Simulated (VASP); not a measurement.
# Rb6SiO (Fm-3m) in VASP: single point with PBE

Aim: the single point of Rb6SiO with PBE.

Program: VASP 6.6.1. These are calculated values, not measurements. Logs are shortened: lines on timing, memory, paths and dates and some standing lists are left out, and cuts for length are marked.

### Step 1. The cell of the first run

The structure is cubic, space group Fm-3m (No. 225). Conventional cell: a = 10.536 Å, b = 10.536 Å, c = 10.536 Å, α = 90.00°, β = 90.00°, γ = 90.00°. Rb (site symmetry 4mm) has 1 O at 2.21 Å as nearest neighbours. Si (site symmetry m-3m) has 6 Rb at 3.06 Å as nearest neighbours. O (site symmetry m-3m) has 6 Rb at 2.21 Å as nearest neighbours.

The cell was built by a generator and needn't be a form met in nature.

### Step 2. Single point, PBE, collinear spin, typed start (species swapped into the NaPF6 type (Fm-3m, No. 225))

The input, INCAR:

```
SYSTEM = Rb6SiO
PREC     = Accurate       ! precision mode
ENCUT    = 520            ! plane-wave cutoff, eV
EDIFF    = 1E-6           ! SCF threshold, eV
ISMEAR   = 0              ! smearing method
SIGMA    = 0.1            ! smearing width, eV
LREAL    = .False.        ! projectors in reciprocal space
LASPH    = .True.         ! aspherical terms in the spheres
NELM     = 150            ! most SCF steps
ALGO     = Normal         ! electronic algorithm
ISIF     = 2              ! what is computed and relaxed
LWAVE    = .False.        ! write WAVECAR
LCHARG   = .False.        ! write CHGCAR
ISPIN    = 2              ! spin polarisation
MAGMOM   = 0 0 0 0 0 0 0 1 ! initial moments
LORBIT   = 11             ! projections on sites
GGA      = PE             ! functional
NBANDS   = 46             ! bands
```

The input, KPOINTS:

```
regular mesh
0
Gamma
  4 4 4
  0 0 0
```

The input, POSCAR:

```
Rb6SiO
1.0
    0.0000000000      5.2682056800      5.2682056800
    5.2682056800      0.0000000000      5.2682056800
    5.2682056800      5.2682056800      0.0000000000
Rb Si O
6 1 1
Direct
    0.7905677000      0.7905677000      0.2094323000
    0.7905677000      0.2094323000      0.7905677000
    0.2094323000      0.2094323000      0.7905677000
    0.2094323000      0.7905677000      0.7905677000
    0.7905677000      0.2094323000      0.2094323000
    0.2094323000      0.7905677000      0.2094323000
    0.5000000000      0.5000000000      0.5000000000
    0.0000000000      0.0000000000      0.0000000000
```

Potentials or basis: VASP PAW PBE potentials, release 64 (Rb_sv, Si, O).

The run is started by

```sh
$ cat potpaw_PBE.64/Rb_sv/POTCAR potpaw_PBE.64/Si/POTCAR potpaw_PBE.64/O/POTCAR > POTCAR
$ mpirun -np 1 vasp_std > vasp.out
```

OUTCAR:

```text
SYSTEM = Rb6SiO
   PREC = Accurate
   ENCUT = 520
   EDIFF = 1E-6
   ISMEAR = 0
   LREAL = .False.
   LASPH = .True.
   NELM = 150
   ISIF = 2
   ISPIN = 2
   LORBIT = 11
   GGA = PE

 ion  position               nearest neighbor table
   1  0.791  0.791  0.209-   8 2.21   7 3.06   5 3.12   6 3.12   2 3.12   4 3.12   2 4.33   5 4.33
                             4 4.33   6 4.33   3 4.41   3 5.34   3 5.34   3 5.34   3 5.34
   2  0.791  0.209  0.791-   8 2.21   7 3.06   4 3.12   5 3.12   1 3.12   3 3.12   1 4.33   5 4.33
                             4 4.33   3 4.33   6 4.41   6 5.34   6 5.34   6 5.34   6 5.34
   3  0.209  0.209  0.791-   8 2.21   7 3.06   5 3.12   6 3.12   2 3.12   4 3.12   4 4.33   6 4.33
                             2 4.33   5 4.33   1 4.41   1 5.34   1 5.34   1 5.34   1 5.34
   4  0.209  0.791  0.791-   8 2.21   7 3.06   3 3.12   6 3.12   1 3.12   2 3.12   1 4.33   2 4.33
                             6 4.33   3 4.33   5 4.41   5 5.34   5 5.34   5 5.34   5 5.34
   5  0.791  0.209  0.209-   8 2.21   7 3.06   3 3.12   6 3.12   1 3.12   2 3.12   1 4.33   2 4.33
                             6 4.33   3 4.33   4 4.41   4 5.34   4 5.34   4 5.34   4 5.34
   6  0.209  0.791  0.209-   8 2.21   7 3.06   4 3.12   5 3.12   1 3.12   3 3.12   1 4.33   5 4.33
                             4 4.33   3 4.33   2 4.41   2 5.34   2 5.34   2 5.34   2 5.34
   7  0.500  0.500  0.500-   1 3.06   2 3.06   3 3.06   4 3.06   5 3.06   6 3.06
   8  0.000  0.000  0.000-   1 2.21   2 2.21   3 2.21   4 2.21   5 2.21   6 2.21

  LATTYP: Found a face centered cubic cell.
 ALAT       =    10.5364113600

  Lattice vectors:

 A1 = (   0.0000000000,   5.2682056800,   5.2682056800)
 A2 = (   5.2682056800,   0.0000000000,   5.2682056800)
 A3 = (   5.2682056800,   5.2682056800,   0.0000000000)

Analysis of symmetry for initial positions (statically):
=====================================================================
 Subroutine PRICEL returns:
 Original cell was already a primitive cell.

 Routine SETGRP: Setting up the symmetry group for a
 face centered cubic supercell.

 Subroutine GETGRP returns: Found 48 space group operations
 (whereof 48 operations were pure point group operations)
 out of a pool of 48 trial point group operations.

The static configuration has the point symmetry O_h .

Analysis of symmetry for dynamics (positions and initial velocities):
=====================================================================
 Subroutine PRICEL returns:
 Original cell was already a primitive cell.

 Routine SETGRP: Setting up the symmetry group for a
 face centered cubic supercell.

 Subroutine GETGRP returns: Found 48 space group operations
 (whereof 48 operations were pure point group operations)
 out of a pool of 48 trial point group operations.

The dynamic configuration has the point symmetry O_h .

Analysis of structural, dynamic, and magnetic symmetry:
=====================================================================
 Subroutine PRICEL returns:
 Original cell was already a primitive cell.

 Routine SETGRP: Setting up the symmetry group for a
 face centered cubic supercell.

 Subroutine GETGRP returns: Found 48 space group operations
 (whereof 48 operations were pure point group operations)
 out of a pool of 48 trial point group operations.

The overall configuration has the point symmetry O_h .

 Subroutine INISYM returns: Found 48 space group operations
 (whereof 48 operations are pure point group operations),
 and found     1 'primitive' translations

----------------------------------------------------------------------------------------

                                     Primitive cell

  volume of cell :     292.4275

  direct lattice vectors                    reciprocal lattice vectors
     0.000000000  5.268205680  5.268205680    -0.094908975  0.094908975  0.094908975
     5.268205680  0.000000000  5.268205680     0.094908975 -0.094908975  0.094908975
     5.268205680  5.268205680  0.000000000     0.094908975  0.094908975 -0.094908975

  length of vectors
     7.450367922  7.450367922  7.450367922     0.164387166  0.164387166  0.164387166

  position of ions in fractional coordinates (direct lattice)
     0.790567700  0.790567700  0.209432300
     0.790567700  0.209432300  0.790567700
     0.209432300  0.209432300  0.790567700
     0.209432300  0.790567700  0.790567700
     0.790567700  0.209432300  0.209432300
     0.209432300  0.790567700  0.209432300
     0.500000000  0.500000000  0.500000000
     0.000000000  0.000000000  0.000000000

  ion indices of the primitive-cell ions
   primitive index   ion index
                 1           1
                 2           2
                 3           3
                 4           4
                 5           5
                 6           6
                 7           7
                 8           8

----------------------------------------------------------------------------------------

 KPOINTS: regular mesh

Automatic generation of k-mesh.
 Grid dimensions read from file:
 generate k-points for:    4    4    4

 Generating k-lattice:

  Cartesian coordinates                     Fractional coordinates (reciprocal lattice)
    -0.023727244  0.023727244  0.023727244     0.250000000  0.000000000  0.000000000
     0.023727244 -0.023727244  0.023727244     0.000000000  0.250000000  0.000000000
     0.023727244  0.023727244 -0.023727244     0.000000000  0.000000000  0.250000000

  Length of vectors
     0.041096792  0.041096792  0.041096792

  Shift w.r.t. Gamma in fractional coordinates (k-lattice)
     0.000000000  0.000000000  0.000000000

 Subroutine IBZKPT returns following result:
 ===========================================

 Found      8 irreducible k-points:

 Following reciprocal coordinates:
            Coordinates               Weight
  0.000000  0.000000  0.000000      1.000000
  0.250000  0.000000  0.000000      8.000000
  0.500000  0.000000  0.000000      4.000000
  0.250000  0.250000  0.000000      6.000000
  0.500000  0.250000  0.000000     24.000000
 -0.250000  0.250000  0.000000     12.000000
  0.500000  0.500000  0.000000      3.000000
 -0.250000  0.500000  0.250000      6.000000
   k-points           NKPTS =      8   k-points in BZ     NKDIM =      8   number of bands    NBANDS=     46
   number of dos      NEDOS =    301   number of ions     NIONS =      8
   total plane-waves  NPLWV = 175616
   dimension x,y,z NGX =    56 NGY =   56 NGZ =   56
   dimension x,y,z NGXF=   112 NGYF=  112 NGZF=  112
   ions per type =               6   1   1
   NGX,Y,Z   is equivalent  to a cutoff of  12.50, 12.50, 12.50 a.u.
   NGXF,Y,Z  is equivalent  to a cutoff of  24.99, 24.99, 24.99 a.u.
 SYSTEM =  Rb6SiO
   PREC   = accura    normal or accurate (medium, high low for compatibility)
   ISTART =      0    job   : 0-new  1-cont  2-samecut
   ICHARG =      2    charge: 1-file 2-atom 10-const
   ISPIN  =      2    spin polarized calculation?
   LNONCOLLINEAR =      F non collinear calculations
   LSORBIT =      F    spin-orbit coupling
   LASPH  =      T    aspherical Exc in radial PAW
   ENCUT  =  520.0 eV  38.22 Ry    6.18 a.u.  13.85 13.85 13.85*2*pi/ulx,y,z
   NELM   =    150;   NELMIN=  2; NELMDL= -5     # of ELM steps
   EDIFF  = 0.1E-05   stopping-criterion for ELM
   LREAL  =      F    real-space projection
[... 7 lines left out ...]
   TEBEG  =    0.0;   TEEND  =   0.0 temperature during run
   PSTRESS=    0.0 pullay stress
   NELECT =      64.0000    total number of electrons
   NUPDOWN=      -1.0000    fix difference up-down
   EMIN   =  10.00;   EMAX   =-10.00  energy-range for DOS
   EFERMI =   0.00;   METHOD = LEGACY
   ISMEAR =     0;   SIGMA  =   0.10  broadening in eV -4-tet -1-fermi 0-gaus
   EFERMI_NEDOS =   21; number of points for ismear=-14 and -15
   IALGO  =     38    algorithm
   IMIX   =      4    mixing-type and parameters
     AMIX     =   0.40;   BMIX     =  1.00
     AMIX_MAG =   1.60;   BMIX_MAG =  1.00
  volume/ion in A,a.u.               =      36.55       246.67
  Fermi-wavevector in a.u.,A,eV,Ry     =   0.986572  1.864351 13.242880  0.973324
  Thomas-Fermi vector in A             =   2.117963
   LORBIT       =     11    0 simple, 1 ext, 2 COOP (PROOUT), +10 PAW based schemes
   GGA     = PE    functional components
   LHFCALC =     F    Hartree Fock is set to
   AEXX    =    0.0000 exact exchange contribution
   IVDW    =     0    specifies the selected vdW correction
   LEPSILON=     F    determine dielectric tensor
   LRPA    =     F    only Hartree local field effects (RPA)
 spin polarized calculation
 Gauss-broadening in eV      SIGMA  =   0.10
  energy-cutoff  :      520.00
  volume of cell :      292.43
 maximum number of plane-waves:      7896
   NGX = 27   NGY = 27   NGZ = 27

 number of electron      64.0000009 magnetization       0.1741330

 number of electron      64.0000007 magnetization      -0.5276633

 Free energy of the ion-electron system (eV)
  ---------------------------------------------------
  ext. energy  EPLUGINS =         0.00000000
  ---------------------------------------------------
  free energy    TOTEN  =        -9.36031200 eV

  energy without entropy =       -9.33527481  energy(sigma->0) =       -9.34779341

 E-fermi :   2.0746     XC(G=0):  -7.4724

 val. band max:        2.0069348919   @ k =   0.5000   0.2500   0.0000
 cond. band min:       2.0812720241   @ k =   0.2500   0.2500   0.0000
 fundamental gap:      0.0743371322
 Fermi energy:         2.0746485071

 spin component 1

 k-point     1 :       0.0000    0.0000    0.0000
  band No.  band energies     occupation
      1     -26.7415      1.00000
      2     -26.2168      1.00000
      3     -26.2168      1.00000
      4     -26.2168      1.00000
      5     -26.0051      1.00000
      6     -26.0051      1.00000
[... 365 lines left out ...]
     43       5.8258      0.00000
     44       5.8258      0.00000
 Fermi energy:         2.0746485071

 spin component 2

 k-point     1 :       0.0000    0.0000    0.0000
  band No.  band energies     occupation
      1     -26.7507      1.00000
      2     -26.2238      1.00000
      3     -26.2238      1.00000
      4     -26.2238      1.00000
      5     -26.0119      1.00000
      6     -26.0119      1.00000
[... 365 lines left out ...]
     43       5.7456      0.00000
     44       5.7846      0.00000
 [bands above 44 left out]

------------------------ aborting loop because EDIFF is reached ----------------------------------------

  FORCE on cell =-STRESS in cart. coord.  units (eV):
  Direction    XX          YY          ZZ          XY          YZ          ZX
  --------------------------------------------------------------------------------------
  -------------------------------------------------------------------------------------
  Total       29.2287482     29.2287482     29.2287482      0.0000000      0.0000000     -0.0000000
  in kB      160.1410370    160.1410370    160.1410370      0.0000000      0.0000000     -0.0000000
  external PRESSURE =     160.1410370 kB  Pullay stress =       0.0000000 kB

 VOLUME and BASIS-vectors are now :
 -----------------------------------------------------------------------------
  energy-cutoff  :      520.00
  volume of cell :      292.43
      direct lattice vectors                 reciprocal lattice vectors
     0.000000000  5.268205680  5.268205680    -0.094908975  0.094908975  0.094908975
     5.268205680  0.000000000  5.268205680     0.094908975 -0.094908975  0.094908975
     5.268205680  5.268205680  0.000000000     0.094908975  0.094908975 -0.094908975

 POSITION                                       TOTAL-FORCE (eV/Angst)
 -----------------------------------------------------------------------------------
      5.26821      5.26821      8.32975         0.000000      0.000000     -4.120088
      5.26821      8.32975      5.26821         0.000000     -4.120088      0.000000
      5.26821      5.26821      2.20666         0.000000      0.000000      4.120088
      8.32975      5.26821      5.26821        -4.120088      0.000000      0.000000
      2.20666      5.26821      5.26821         4.120088      0.000000      0.000000
      5.26821      2.20666      5.26821         0.000000      4.120088      0.000000
      5.26821      5.26821      5.26821        -0.000000      0.000000     -0.000000
      0.00000      0.00000      0.00000        -0.000000      0.000000      0.000000
 -----------------------------------------------------------------------------------
    total drift:                                0.000000      0.000000      0.000000

  FREE ENERGIE OF THE ION-ELECTRON SYSTEM (eV)
  ---------------------------------------------------
  free  energy   TOTEN  =        -9.3603120038 eV

  energy  without entropy=       -9.3352748114  energy(sigma->0) =       -9.34779341

 total charge

# of ion       s       p       d       tot
------------------------------------------
    1        1.974   5.331   0.107   7.412
    2        1.974   5.331   0.107   7.412
    3        1.974   5.331   0.107   7.412
    4        1.974   5.331   0.107   7.412
    5        1.974   5.331   0.107   7.412
    6        1.974   5.331   0.107   7.412
    7        0.877   0.785   0.000   1.662
    8        1.601   3.639   0.000   5.239
--------------------------------------------------
tot         14.323  36.408   0.643  51.373

 magnetization (x)

# of ion       s       p       d       tot
------------------------------------------
    1        0.000  -0.008   0.001  -0.007
    2        0.000  -0.008   0.001  -0.007
    3        0.000  -0.008   0.001  -0.007
    4        0.000  -0.008   0.001  -0.007
    5        0.000  -0.008   0.001  -0.007
    6        0.000  -0.008   0.001  -0.007
    7       -0.004  -0.251   0.000  -0.255
    8       -0.002  -0.065   0.000  -0.067
--------------------------------------------------
tot         -0.003  -0.367   0.004  -0.366
```

Run time: 5.1 min. Hardware: 1 thread of Intel Xeon Platinum 8488C (Sapphire Rapids), shared host; peak memory 0.65 GiB.

What came out:

```yaml
Free_energy: -9.3603 eV
Pressure: 16.0 GPa
Largest_force: 4.120 eV/Å
Band_gap_on_the_k_mesh: none (metal or under the smearing width)
Net_moment: -0.53 μB per cell
Site_moments: Rb -0.01; Si -0.26; O -0.07 μB
Valence_electrons_inside_the_program's_atomic_spheres: Rb 7.41; Si 1.66; O 5.24
```

Forces on the atoms (eV/Å):
```
Rb   0.000  0.000 -4.120
Rb   0.000 -4.120  0.000
Rb   0.000  0.000  4.120
Rb  -4.120  0.000  0.000
Rb   4.120  0.000  0.000
Rb   0.000  4.120  0.000
Si   0.000  0.000  0.000
O    0.000  0.000  0.000
```

Caveat: so large a pressure means that the cell lies far from this level's equilibrium, or that cutoff or potentials fall short; forces of over 1 eV/Å show positions far from the minimum, so gaps and moduli don't describe the material at rest.
